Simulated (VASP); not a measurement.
Method: PBE GGA, VASP's PBE PAW potentials (set 64) (plane waves; VASP 6.6.1).

VASP input:

**POSCAR**
```
PtSe2
1
    3.7567209514    -0.0000000000     0.0000000000
   -1.8783604757     3.2534158884    -0.0000000000
    0.0000000000    -0.0000000000     6.2592465651
Pt Se
1 2
Direct
  0.0000000000   0.0000000000   0.0000000000
  0.6666670000   0.3333330000   0.7919759616
  0.3333330000   0.6666670000   0.2080240384
```

INCAR:
```
# general
SYSTEM   =  PtSe2
PREC     =  Accurate
ENCUT    =  480   # plane-wave cut-off (eV)
LREAL    =  F   # projection in real space or not
LASPH    =  T   # aspherical one-centre terms

# electronic loop
EDIFF    =  1E-6
NELM     =  100
ALGO     =  Normal
LMAXMIX  =  6

# smearing
ISMEAR   =  0   # Gaussian
SIGMA    =  0.05

# functional
GGA      =  PE

# ions
IBRION   =  2
NSW      =  60   # most ionic steps
ISIF     =  3   # ions, shape and volume
EDIFFG   =  -0.02   # ionic stop

# output
LWAVE    =  F
LCHARG   =  F
```

### KPOINTS
```
Automatic mesh
0
G
 6 6 3
0 0 0
```

POTCAR, in this order: Pt Se (PBE.64 set). Program: vasp_std.

The resulting files:

**OSZICAR**
```
       N       E                     dE             d eps       ncg     rms          rms(c)
DAV:   1     0.113471687129E+03    0.11347E+03   -0.93638E+03   510   0.117E+03
DAV:   2    -0.998677520614E+01   -0.12346E+03   -0.12012E+03   657   0.224E+02
DAV:   3    -0.150998964411E+02   -0.51131E+01   -0.50959E+01   629   0.498E+01
DAV:   4    -0.151481860905E+02   -0.48290E-01   -0.48281E-01   608   0.519E+00
DAV:   5    -0.151489194470E+02   -0.73336E-03   -0.73332E-03   671   0.605E-01    0.121E+01
DAV:   6    -0.145200698631E+02    0.62885E+00   -0.51535E+00   524   0.228E+01    0.697E+00
DAV:   7    -0.143214939244E+02    0.19858E+00   -0.96843E-01   524   0.105E+01    0.351E+00
DAV:   8    -0.143039284115E+02    0.17566E-01   -0.72748E-02   615   0.190E+00    0.801E-01
DAV:   9    -0.142998951235E+02    0.40333E-02   -0.12992E-02   573   0.124E+00    0.198E-01
DAV:  10    -0.143002146495E+02   -0.31953E-03   -0.19872E-03   615   0.317E-01    0.559E-02
DAV:  11    -0.143002318118E+02   -0.17162E-04   -0.66639E-05   650   0.800E-02    0.263E-02
DAV:  12    -0.143002416891E+02   -0.98773E-05   -0.29925E-05   587   0.409E-02    0.283E-03
DAV:  13    -0.143002423053E+02   -0.61622E-06   -0.13542E-06   514   0.868E-03
   1 F= -.14300242E+02 E0= -.14300242E+02  d E =-.143002E+02
```

File OUTCAR:
```
------------------------ aborting loop because EDIFF is reached ----------------------------------------
  FORCE on cell =-STRESS in cart. coord.  units (eV):
  Direction    XX          YY          ZZ          XY          YZ          ZX
  --------------------------------------------------------------------------------------
  Total       -0.0050462     -0.0050462      0.0594194      0.0000000      0.0000000      0.0000000
  in kB       -0.1056824     -0.1056825      1.2444240      0.0000000      0.0000000      0.0000000
  external PRESSURE =       0.3443530 kB  Pullay stress =       0.0000000 kB
  volume of cell :       76.50
      direct lattice vectors                 reciprocal lattice vectors
     3.756720951  0.000000000  0.000000000     0.266189587  0.153684625  0.000000000
    -1.878360476  3.253415888  0.000000000     0.000000000  0.307369250  0.000000000
     0.000000000  0.000000000  6.259246565     0.000000000  0.000000000  0.159763638
 POSITION                                       TOTAL-FORCE (eV/Angst)
 -----------------------------------------------------------------------------------
      0.00000      0.00000      0.00000         0.000000      0.000000      0.000000
      1.87836      1.08447      4.95717        -0.000000      0.000000     -0.007981
     -0.00000      2.16895      1.30207         0.000000     -0.000000      0.007981
 -----------------------------------------------------------------------------------
    total drift:                                0.000000      0.000000      0.000000
  FREE ENERGIE OF THE ION-ELECTRON SYSTEM (eV)
  ---------------------------------------------------
  free  energy   TOTEN  =       -14.3002423053 eV

  energy  without entropy=      -14.3002423053  energy(sigma->0) =      -14.30024231

 reached required accuracy - stopping structural energy minimisation
```
(Selected blocks of OUTCAR.)

Without a dispersion term in the relaxation, distances and binding between the weakly bound layers, chains or molecules are unreliable, and so is what depends on them.

The structure comes from a computed database's PtSe2 entry (P-3m1); how it stands against other phases isn't given here. It was relaxed first, which changed the volume by +10 %. The start is the result of an earlier pass.
